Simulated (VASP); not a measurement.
OSZICAR of a VASP run on LaSi$_{3}$Os (space group I4mm):

File OSZICAR:
```
       N       E                     dE             d eps       ncg     rms          rms(c)
DAV:   1     0.177333469021E+03    0.17733E+03   -0.81705E+03  2258   0.128E+03
DAV:   2     0.663074812057E+01   -0.17070E+03   -0.16390E+03  2754   0.277E+02
DAV:   3    -0.366220178611E+02   -0.43253E+02   -0.42019E+02  3437   0.109E+02
DAV:   4    -0.403210006165E+02   -0.36990E+01   -0.35811E+01  4124   0.388E+01
DAV:   5    -0.405857831269E+02   -0.26478E+00   -0.25619E+00  3444   0.960E+00    0.277E+01
DAV:   6    -0.399124943901E+02    0.67329E+00   -0.59697E+00  3948   0.143E+01    0.917E+00
DAV:   7    -0.397249741273E+02    0.18752E+00   -0.38863E+00  3612   0.125E+01    0.105E+01
DAV:   8    -0.395501030308E+02    0.17487E+00   -0.78299E-01  3748   0.630E+00    0.538E-01
DAV:   9    -0.395490629454E+02    0.10401E-02   -0.96254E-02  3556   0.177E+00    0.363E-01
DAV:  10    -0.395479818560E+02    0.10811E-02   -0.72875E-03  3444   0.615E-01    0.237E-01
DAV:  11    -0.395479572627E+02    0.24593E-04   -0.49037E-04  3660   0.167E-01    0.704E-02
DAV:  12    -0.395479455086E+02    0.11754E-04   -0.10696E-04  3724   0.663E-02    0.226E-02
DAV:  13    -0.395479456421E+02   -0.13350E-06   -0.83920E-06  3516   0.215E-02
   1 F= -.39547946E+02 E0= -.39544039E+02  d E =-.781337E-02
```

**Question.** Which electronic solver shows in the log?

**Answer.** It is blocked Davidson (ALGO = Normal, or the opening steps of other solvers). The INCAR had ALGO = Normal.

**Question.** Can the final energy be trusted as converged?

**Answer.** The run converged. It stopped with EDIFF = 1E-6, NELM = 100 (LDA (Ceperley-Alder, Perdew-Zunger), plane waves, VASP's LDA PAW potentials (set 64)).

The structure comes from a computed database's LaSi3Os entry; how it stands against other phases isn't given here. The cell was not relaxed at this level, and its volume differs by -5.9 % from the start's. The electron count is odd and the run is not spin-polarised, which forces a metal.
